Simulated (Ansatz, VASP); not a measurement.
# CoO: VASP beside Ansatz

One calculation is typed for both programs; each brings its own data sets. How far apart do they land? The cell is taken from a series of runs on this material, whose earlier steps may have relaxed, scaled, displaced or heated it; both programs get it as it stands.

Program: Ansatz 0.2.0. Level of theory: plane waves, with VASP 6.6.1 beside it; single point at PBE, DFT+U. Results are calculated unless marked as measured.

## Step 1: The structure

It takes space group Fm-3m (No. 225, cubic). The conventional cell has a = 4.263 Å, b = 4.263 Å, c = 4.263 Å, α = 90.00°, β = 90.00°, γ = 90.00°. Co has 6 O at 2.13 Å nearest. O has 6 Co at 2.13 Å nearest. Farther neighbours and most contacts between anions are not listed.

Structure file:

```cif
data_structure
_symmetry_space_group_name_H-M 'P 1'
_symmetry_Int_Tables_number 1
_cell_length_a 3.0144
_cell_length_b 3.0144
_cell_length_c 7.3837
_cell_angle_alpha 90.000
_cell_angle_beta 90.000
_cell_angle_gamma 120.000
_cell_volume 58.10
loop_
_atom_site_label
_atom_site_type_symbol
_atom_site_fract_x
_atom_site_fract_y
_atom_site_fract_z
_atom_site_occupancy
Co1 Co 0.00000 0.00000 0.00000 1
Co2 Co 0.33333 0.66667 0.66667 1
Co3 Co 0.66667 0.33333 0.33333 1
O4 O 0.66667 0.33333 0.83333 1
O5 O 0.00000 0.00000 0.50000 1
O6 O 0.33333 0.66667 0.16667 1
```

## Step 2: Ansatz: single point, PBE, DFT+U, pair 1

Ansatz runs on its default PAW (the set named soft_2) files.

A single point gives forces, pressure and levels at one fixed geometry, so differences don't come from the geometry; what else differs is listed under the comparison.

input.yaml

```yaml
crystal:
  lattice:
    - [0.0, 2.1315, 2.1315]
    - [-2.1315, 0.0, -2.1315]
    - [-4.263, -4.263, 4.263]
  atoms:
    - { symbol: Co, position: [0.0, 0.0, 0.0], spin: 3.0 }
    - { symbol: Co, position: [0.333333333, 0.666666667, 0.666666667], spin: 3.0 }
    - { symbol: Co, position: [0.666666667, 0.333333333, 0.333333333], spin: 3.0 }
    - { symbol: O, position: [0.666666667, 0.333333333, 0.833333333] }
    - { symbol: O, position: [0.0, 0.0, 0.5] }
    - { symbol: O, position: [0.333333333, 0.666666667, 0.166666667] }
magnetization:
  spin_polarized: true
kpoints:
  mp_grid: { grid: [10, 10, 4] }
hamiltonian:
  xc: pbe
  hubbard:
    sites:
      - { species: Co, l: d, u_eff: 5.66 }
      - { site: 0, l: d, u_eff: 5.66, starting_ns: [{ spin: up, occupation_matrix: co1_major }, { spin: down, occupation_matrix: co1_minor }] }
      - { site: 1, l: d, u_eff: 5.66, starting_ns: [{ spin: up, occupation_matrix: co1_major }, { spin: down, occupation_matrix: co1_minor }] }
      - { site: 2, l: d, u_eff: 5.66, starting_ns: [{ spin: up, occupation_matrix: co1_major }, { spin: down, occupation_matrix: co1_minor }] }
    projectors: ortho-atomic
    occupation_matrices:
      co1_major:
        matrix:
          - [0.997, 0.0, 0.0, 0.0, 0.0]
          - [0.0, 0.999, 0.0, 0.0, 0.0]
          - [0.0, 0.0, 0.999, 0.0, 0.0]
          - [0.0, 0.0, 0.0, 0.997, 0.0]
          - [0.0, 0.0, 0.0, 0.0, 0.999]
      co1_minor:
        matrix:
          - [0.154, 0.073, -0.073, 0.0, 0.146]
          - [0.073, 0.65, 0.306, 0.126, 0.306]
          - [-0.073, 0.306, 0.65, 0.126, -0.306]
          - [0.0, 0.126, 0.126, 0.154, 0.0]
          - [0.146, 0.306, -0.306, 0.0, 0.65]
scf:
  occupations: { method: fermi_dirac, width: 0.05 }
output:
  eigenvalues: true
```

The run is started by

```
$ ansatz run input.yaml --threads 4 --pin off --max-ram 8192MiB --backend cpu --events-out ev --progress --plain --runs-dir out
```

Numbers of over 12 decimals in the logs are rounded to 6 here.

The program printed:

```text
Warning: crystal.symmetry: narrowed to the stabiliser of the occupation matrices — unitary ops 36 → 6; lowered by the specified shells (site 0, l: d), (site 1, l: d), (site 2, l: d); largest admitted image defect 4.4e-16, smallest excluded 4.4e-4 — at a rounding scale rather than a splitting's, so precision (not physics) most likely lowered the group: (i) a fixed point transcribed at too few decimals — re-emit the block at full precision (to 7 decimals or more, rounded to nearest) from a symmetrised source (a converged report's `n_mat` / `n_mat_spinor`) (of a frozen-density pass: in the run whose state it reads); [rest of the remark cut]
Engine: ansatz 0.2.0, aarch64-unknown-linux-gnu
Pseudopotentials: kind: paw
Pseudopotential: Co, paw, valence charge 17, recommended cutoff 420 eV (normal), Co.paw.azcp
Pseudopotential: O, paw, valence charge 6, recommended cutoff 420 eV (normal), O.paw.azcp
Functional definition: PBE
  parameter kappa = 0.804
  parameter beta = 0.066725
  exchange = pbe_x(kappa = kappa, mu = beta*pi^2/3)
  correlation = pbe_c(beta = beta)
Crystal: 6 atoms, lattice volume = 58.104 Å³
Basis set: ecut = 420 eV, 1081 PW (Γ)
Bands: 47, of which v1, the nominal top of the filled ones, is band 35 counted from 1 (34 counted from 0)
Symmetry: 6 space group operations
k-points: 204 of 400
Non-local potential: Co, projectors of the file, l = 0: 3, l = 1: 2, l = 2: 3, l = 3: 1
Non-local potential: O, projectors of the file, l = 0: 2, l = 1: 2, l = 2: 1
PAW form: soft (Blöchl's): semilocal exchange-correlation on the pseudo side does not see the compensation charge
PAW one-centre angular grid: Co, 590 points (default); XC on 64 Gauss nodes
PAW one-centre angular grid: O, 110 points (default); XC on 64 Gauss nodes
Initial density: superposition of atomic densities (chi_scale 0.1, normalization cell, long waves kept (reshape's long-wave potential 0.00 eV rms))
Starting moments: Σ|m| = 9 μB on 3 of 6 sites
Initial wavefunctions: pseudopotential atomic-orbital guess
Functional: x = pbe(κ = 0.804, μ = 0.219515), c = pbe(β = 0.066725)
SCF iter   1: F=—  HF=-17073.592784 eV  |F-HF|=—  |Δ(HF+E_count)|=         —  Δρ=1.40e-1 (↑8.02e-2 ↓1.40e-1)  dr2=1.44e1  dr2_m=1.56e0  M=8.943 μB ∫|m|=8.947 μB  β_m=0.30  ethr=3.10e-3  ⟨swp⟩=5.2  Hψ=62609  notcnv=0  defer=12
preconditioner: auto → Kerker (q_TF=auto, 2.808 Å⁻¹)  [metal: Δε(μ)=0.056 eV  Ē_g=13.526 eV  σ=0.050 eV  W_gap=0.27  n_scr=24 (ndim 8)  ℏωp=32.7 eV  f_vac=0.000  D(μ)=0.80/eV (n_scr^D=2)]
spin=Collinear: Kerker preconditioning applied to the charge; magnetization (m = ρ↑ − ρ↓) channel mixes plain (no charge-response kernel on spin).
SCF iter   2: F=—  HF=-17072.073135 eV  |F-HF|=—  |Δ(HF+E_count)|=    1.52e0  Δρ=7.13e-2 (↑3.62e-2 ↓7.13e-2)  dr2=1.74e0  dr2_m=7.61e-1  M=9.000 μB ∫|m|=9.008 μB  β_m=1.00  ethr=3.10e-3  ⟨swp⟩=3.5  Hψ=42069  notcnv=0  defer=1633
preconditioner: auto → Resta (q_TF=auto, 2.808 Å⁻¹)  ε∞=6.8  [insulator: Δε(μ)=1.601 eV  Ē_g=13.534 eV  σ=0.050 eV  W_gap=1.00  n_scr=24 (ndim 8)  ℏωp=32.7 eV  f_vac=0.000  D(μ)=0.00/eV (n_scr^D=0)  ε∞_Penn≈6.8]
spin=Collinear: Resta preconditioning applied to the charge; magnetization (m = ρ↑ − ρ↓) channel mixes plain (no charge-response kernel on spin).
SCF iter   3: F=—  HF=-17072.429928 eV  |F-HF|=—  |Δ(HF+E_count)|=   3.57e-1  Δρ=2.72e-2 (↑2.72e-2 ↓2.53e-2)  dr2=4.91e-1  dr2_m=1.48e-2  M=9.000 μB ∫|m|=9.023 μB  β_m=1.00  ethr=2.52e-3  ⟨swp⟩=2.5  Hψ=29724  notcnv=0  defer=1741
SCF iter   4: F=—  HF=-17072.720489 eV  |F-HF|=—  |Δ(HF+E_count)|=   2.91e-1  Δρ=9.35e-3 (↑8.02e-3 ↓9.35e-3)  dr2=5.08e-2  dr2_m=3.24e-3  M=9.000 μB ∫|m|=9.026 μB  β_m=1.00  ethr=7.12e-4  ⟨swp⟩=2.2  Hψ=29947  notcnv=0  defer=1918
SCF iter   5: F=—  HF=-17072.912652 eV  |F-HF|=—  |Δ(HF+E_count)|=   1.92e-1  Δρ=2.45e-3 (↑2.35e-3 ↓2.45e-3)  dr2=5.48e-3  dr2_m=9.54e-5  M=9.000 μB ∫|m|=9.024 μB  β_m=0.30  ethr=7.36e-5  ⟨swp⟩=2.1  Hψ=35511  notcnv=0  defer=1865
Mixer restart at iter 5: flushing history
spin-set hold released at iteration 5 (site moments contracting): the magnetisation degrees of freedom join the quasi-Newton model from the next iteration; the mixer history was flushed
SCF iter   6: F=—  HF=-17072.995809 eV  |F-HF|=—  |Δ(HF+E_count)|=   8.32e-2  Δρ=2.24e-3 (↑2.24e-3 ↓2.21e-3)  dr2=5.55e-3  dr2_m=1.24e-4  M=9.000 μB ∫|m|=9.022 μB  β_m=0.65  ethr=7.94e-6  ⟨swp⟩=2.0  Hψ=32285  notcnv=0  defer=1865
SCF iter   7: F=—  HF=-17073.081255 eV  |F-HF|=—  |Δ(HF+E_count)|=   8.54e-2  Δρ=1.71e-3 (↑1.28e-3 ↓1.71e-3)  dr2=2.08e-3  dr2_m=5.31e-5  M=9.000 μB ∫|m|=9.019 μB  β_m=0.55  ethr=7.94e-6  ⟨swp⟩=2.0  Hψ=34572  notcnv=0  defer=1865
SCF iter   8: F=—  HF=-17073.080649 eV  |F-HF|=—  |Δ(HF+E_count)|=   6.06e-4  Δρ=4.90e-4 (↑3.32e-4 ↓4.90e-4)  dr2=1.29e-4  dr2_m=3.81e-5  M=9.000 μB ∫|m|=9.019 μB  β_m=0.78  ethr=3.01e-6  ⟨swp⟩=2.0  Hψ=30881  notcnv=0  defer=1865
SCF iter   9: F=—  HF=-17073.080823 eV  |F-HF|=—  |Δ(HF+E_count)|=   1.73e-4  Δρ=2.46e-4 (↑1.10e-4 ↓2.46e-4)  dr2=2.35e-5  dr2_m=5.61e-6  M=9.000 μB ∫|m|=9.019 μB  β_m=0.89  ethr=1.86e-7  ⟨swp⟩=2.0  Hψ=28449  notcnv=0  defer=1865
SCF iter  10: F=—  HF=-17073.080863 eV  |F-HF|=—  |Δ(HF+E_count)|=   4.08e-5  Δρ=1.15e-4 (↑3.82e-5 ↓1.15e-4)  dr2=4.03e-6  dr2_m=1.59e-6  M=9.000 μB ∫|m|=9.019 μB  β_m=0.94  ethr=3.41e-8  ⟨swp⟩=2.1  Hψ=30805  notcnv=0  defer=1865
SCF iter  11: F=—  HF=-17073.080874 eV  |F-HF|=—  |Δ(HF+E_count)|=   1.05e-5  Δρ=7.60e-5 (↑5.27e-5 ↓7.60e-5)  dr2=3.30e-6  dr2_m=4.27e-7  M=9.000 μB ∫|m|=9.019 μB  β_m=0.97  ethr=5.84e-9  ⟨swp⟩=2.0  Hψ=31402  notcnv=0  defer=1865
SCF iter  12: F=—  HF=-17073.080876 eV  |F-HF|=—  |Δ(HF+E_count)|=   2.48e-6  Δρ=3.85e-5 (↑3.01e-5 ↓3.85e-5)  dr2=1.44e-6  dr2_m=8.21e-8  M=9.000 μB ∫|m|=9.019 μB  β_m=0.95  ethr=4.78e-9  ⟨swp⟩=2.0  Hψ=31470  notcnv=0  defer=1859
SCF iter  13: F=—  HF=-17073.080877 eV  |F-HF|=—  |Δ(HF+E_count)|=   9.41e-8  Δρ=1.04e-5 (↑8.12e-6 ↓1.04e-5)  dr2=1.08e-7  dr2_m=2.39e-9  M=9.000 μB ∫|m|=9.019 μB  β_m=0.98  ethr=2.08e-9  ⟨swp⟩=2.0  Hψ=26428  notcnv=0  defer=1859
SCF iter  14: F=-17073.080877 eV  HF=-17073.080877 eV  |F-HF|=2.30e-9  |Δ(HF+E_count)|=   3.74e-8  Δρ=1.50e-6 (↑1.17e-6 ↓1.50e-6)  dr2=2.75e-9  dr2_m=1.23e-10  M=9.000 μB ∫|m|=9.019 μB  ethr=1.45e-10  ⟨swp⟩=7.6  Hψ=55543  notcnv=0
SCF 1 converged in 14 iterations: F = -17073.080877 eV  dr2 = 2.75e-9
  greatest PAW one-centre occupation: 1.004 electrons in one spin orbital (limit 2), on the Co atom at site 2 (counted from 0), in its partial waves of l = 1
SCF converged after 14 iterations
Magnetization: 9.0000 μB (39.0000 up, 30.0000 down)
Absolute magnetization: 9.0128 μB (∫|ρ↑−ρ↓|, with the PAW one-centre terms)
Spin contamination: 0.0091 ħ² per cell (⟨S²⟩ above its minimum at these occupations)
Per-site moments (μB) at R_I (Å): [(2.642830, 0.879244), (2.642830, 0.87924375), (2.642830, 0.87924375), (0.177007, 0.879244), (0.177007, 0.87924375), (0.177007, 0.87924375)]
Free energy (F): -17073.080877 eV
Harris-Foulkes:  -17073.080877 eV  (|F-HF|=2.30e-9)
Internal energy: -17073.080877 eV  (E = F + TS)
E sigma→0 (E₀):  -17073.080877 eV
Fermi energy:    14.106378 eV
--- Per-component energies (eV) ---
  E_band       = -980.906110
  E_kinetic    = 1851.447732
  E_local      = -10300.773650  (includes V_loc(G=0)·N_el)
  E_nonlocal   = 1543.233420
  E_hartree    = 4224.024083
  E_xc         = -686.743107
  E_vxc        = -882.444202  (∫ρ·V_xc dr)
  E_hubbard    = 2.234282  (on-site DFT+U / exact-exchange correction)
  E_vhub       = -57.079981  (the Hubbard potential's part of the band-sum identity)
  E_paw        = -5030.316072  (= ΣΔE_a)
  E_vpaw       = -1583.348556  (= ΣTr[D̂ρ^β])
  E_aug_tail   = 0.007633  (compensation charges beyond the density's cutoff)
  E_ewald      = -8676.195198
  E_smearing   = -0.000000  (= −TS)
  E_closure    = 0.000000  (closes the sum)
  Σ components = -17073.080877   (vs F -17073.080877, Δ=0.00e0)
--- Specified on-site occupations, and those of the state reported ---
  electrons in the specified blocks: 21.7470 specified, 21.7486 found
  site 2 (l=d) ↑: largest change of an orbital's occupation 0.0006; electrons 4.9910 specified, 4.9915 found; spectral distance 0.0008
  site 1 (l=d) ↑: largest change of an orbital's occupation 0.0006; electrons 4.9910 specified, 4.9915 found; spectral distance 0.0008
  site 0 (l=d) ↑: largest change of an orbital's occupation 0.0006; electrons 4.9910 specified, 4.9915 found; spectral distance 0.0008
  site 1 (l=d) ↓: largest change of an orbital's occupation 0.0005; electrons 2.2580 specified, 2.2580 found; spectral distance 0.0006
  site 2 (l=d) ↓: largest change of an orbital's occupation 0.0005; electrons 2.2580 specified, 2.2580 found; spectral distance 0.0006
  site 0 (l=d) ↓: largest change of an orbital's occupation 0.0005; electrons 2.2580 specified, 2.2580 found; spectral distance 0.0006
--- Band table (eV; the first three rows and the last of 408) ---
  k-point 0 ↑: bands = [... 31 lower, 9.9360, 11.2144, 11.2702, 11.2703, 12.7442, 12.7442, 12.8390, 12.8390, ... 8 higher]
  k-point 1 ↑: bands = [... 31 lower, 10.0533, 10.8466, 11.3864, 11.4450, 12.2924, 12.3813, 13.0580, 13.1540, ... 8 higher]
  k-point 2 ↑: bands = [... 31 lower, 10.2096, 10.2096, 11.7969, 11.7969, 11.8730, 11.8730, 13.1714, 13.2673, ... 8 higher]
  k-point 203 ↓: bands = [... 31 lower, 16.3358, 16.7121, 16.9164, 16.9164, 17.0435, 17.0435, 18.0880, 18.1809, ... 8 higher]
Occupation matrices written to <dir>
```

(Continued in part 2 of 3.)

[Lines on the potential files, build, host, timing and source positions are cut from VASP's logs without a mark.]

[Logs are printed without paths, hosts, clocks, repeated set-up lines and the standing remarks that a program may print on its own settings, such as how far it seeks lower states.]

[Hosts, paths, dates, database ids (printed as entryN), source tags and the programs' standing remarks are cut or masked in the printed files.]
